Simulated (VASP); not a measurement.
Level of theory: vdW-DF-cx, VASP's PBE PAW potentials (set 64) (plane waves; VASP).

The input files of a VASP run:

File POSCAR:
```
Sc
1
    1.6391455518    -2.8390832927     0.0000000000
    1.6391455518     2.8390832927     0.0000000000
    0.0000000000    -0.0000000000     5.0905665179
Sc
2
Direct
  0.3333330000   0.6666670000   0.2500000000
  0.6666670000   0.3333330000   0.7500000000
```

INCAR:
```
! general
SYSTEM  =Sc
PREC    =Accurate
ENCUT   =520
LREAL   =.FALSE.
LASPH   =.TRUE.

! electronic loop
EDIFF   =1E-6
NELM    =100
ALGO    =Normal
LMAXMIX =4

! smearing
ISMEAR  =1
SIGMA   =0.1

! functional
GGA     =CX
LUSE_VDW=.TRUE.
AGGAC   =0.0

! ions
IBRION  =2
NSW     =60
ISIF    =3
EDIFFG  =-0.01

! output
LWAVE   =.FALSE.
LCHARG  =.FALSE.
```

KPOINTS:
```
Automatic mesh
0
Gamma
12 12 7
0 0 0
```

POTCAR, in this order: Sc_sv (PBE.64 set). Program: vasp_std.

Task: Estimate the energy per atom (σ→0), volume per atom, band gap (on the k-mesh).

Result: 
| Quantity | Value |
|---|---|
| energy per atom (σ→0) | -3.742 eV/atom |
| band gap (on the k-mesh) | none (metal, semimetal or under 0.01 eV) |
| volume per atom | 23.71 Å³/atom |

### OSZICAR
```
...
   1 F= -.74836198E+01 E0= -.74835016E+01  d E =-.748362E+01
       N       E                     dE             d eps       ncg     rms          rms(c)
DAV:   1    -0.748390286030E+01   -0.28389E-03   -0.16715E-02  2868   0.277E+00    0.116E-01
DAV:   2    -0.748371790819E+01    0.18495E-03   -0.15522E-03  3472   0.769E-01    0.514E-02
DAV:   3    -0.748366482295E+01    0.53085E-04   -0.15697E-04  3869   0.181E-01    0.185E-02
DAV:   4    -0.748366093362E+01    0.38893E-05   -0.11010E-05  3274   0.461E-02    0.486E-03
DAV:   5    -0.748366074010E+01    0.19353E-06   -0.94733E-07  1721   0.191E-02
   2 F= -.74836607E+01 E0= -.74835453E+01  d E =-.409636E-04
```

The compound is Sc in the hcp structure. This run relaxes it. Symmetry was kept, so distortions that lower it aren't found. The start is the result of an earlier pass.
